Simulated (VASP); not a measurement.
## O3WF2H2: atomic charges with PBE+TS

The system is O3WF2H2, in a box.

```
O W F H
1.0
    13.00000    0.00000    0.00000
     0.00000   13.00000    0.00000
     0.00000    0.00000   13.00000
O W F H
3 1 2 2
Direct
  0.37682 0.43650 0.62542
  0.59288 0.47527 0.58820
  0.47547 0.37750 0.45051
  0.45711 0.49019 0.53950
  0.38323 0.55017 0.43077
  0.46924 0.62573 0.58332
  0.62518 0.40913 0.59453
  0.49661 0.37840 0.37981
```

```json
{
  "Program": "VASP 6.6.1",
  "Task": "atomic charges",
  "Functional": "PBE",
  "Dispersion": "TS",
  "Potentials or basis": "VASP PAW PBE potentials, release 64 (O, W_sv, F, H)",
  "Cutoff": "520 eV",
  "k mesh": "1 × 1 × 1",
  "Occupations": "gaussian, width 0.01 eV",
  "Spin": "no spin polarisation",
  "Further INCAR settings": "ALGO = Fast; EDIFF = 1e-06"
}
```

```yaml
Largest_force: 1.953 eV/Å
Gap_between_the_frontier_levels: 4.14 eV
Valence_electrons_inside_the_program's_atomic_spheres: O 5.01, 5.15; W 12.24; F 6.09; H 0.75
Hirshfeld_charges: O -0.28, -0.30, -0.29; W +0.97; F -0.23, -0.21; H +0.17, +0.18 e
Dispersion_energy_per_atom: -0.005 eV
```

Forces on the atoms (eV/Å):
```
O   -1.221 -0.819  1.287
O    0.413  0.419  0.202
O   -0.111 -0.607  0.096
W    0.851  0.188 -0.727
F   -0.486  0.387 -0.679
F    0.088  0.927  0.315
H    0.282 -0.492  0.059
H    0.184 -0.003 -0.552
```

Levels at points of the mesh, in eV from the valence-band top:
```
           k point  band 22  band 23  band 24  band 25  band 26  band 27
(0.00, 0.00, 0.00)    -0.61    -0.47     0.00     4.14     5.60     6.72
```

Run time: 6.5 min on 1 thread of Intel(R) Xeon(R) Platinum 8259CL CPU @ 2.50GHz (Skylake/Cascade Lake), with other jobs on the host, peak memory 1.7 GiB.

Caveat: spin-orbit coupling is left out, which moves the levels of the heavy elements. Expect the measured gap to be larger: semilocal functionals such as PBE lack the derivative discontinuity.
